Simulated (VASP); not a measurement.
Calculation: PBEsol GGA, VASP's PBE PAW potentials (set 64) (plane waves; VASP).

Gaps are without spin-orbit coupling.

**Question.** Order these relaxed crystals by band gap, smallest first: CaSe, Fm-3m (225); MgCdTe2, I-42d (122); LiH, Fm-3m (225); Ag2S, Pc (7).

**Answer.** Ag2S, Pc (7) (0.13 eV), MgCdTe2, I-42d (122) (1.51 eV), CaSe, Fm-3m (225) (1.88 eV), LiH, Fm-3m (225) (2.73 eV)
